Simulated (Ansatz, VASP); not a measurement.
InRu2: VASP beside Ansatz

```
CELL_PARAMETERS angstrom
0.00000 3.03250 3.03250
3.03250 0.00000 3.03250
3.03250 3.03250 0.00000
ATOMIC_POSITIONS crystal
In 0.00000 0.00000 0.00000
Ru 0.75000 0.75000 0.75000
Ru 0.50000 0.50000 0.50000
```

Change from the starting cell: species swapped into the Cu2Se type (F-43m, No. 216).

Alike in both runs: functional PBE; k mesh 6 × 6 × 6; occupations gaussian, width 0.1 eV; no spin polarisation.

Ansatz relaxed the structure, and its values are those at the end. VASP's run is a single point on that final structure, the one shown.

|  | VASP | Ansatz |
| --- | --- | --- |
| version | VASP 6.6.1 | Ansatz 0.2.0 |
| potentials or method | VASP PAW PBE potentials, release 64 (In_d, Ru_pv) | scalar-relativistic, plane waves, PAW |
| plane-wave cutoff (eV) | 520 | 420 |
| valence electrons in the cell | 41 | 45 |

```tsv
	VASP	Ansatz	Ansatz less VASP
gap on the k mesh at the Fermi level (eV)	none	none	-
pressure (GPa)	0.2	0.1	-0.03
```

A gap of «none» marks a metal or a gap that the smearing closes. The functional is the same, so the differences come from potentials, cutoffs and numerics. The two sets of potentials don't hold the same shells in valence.
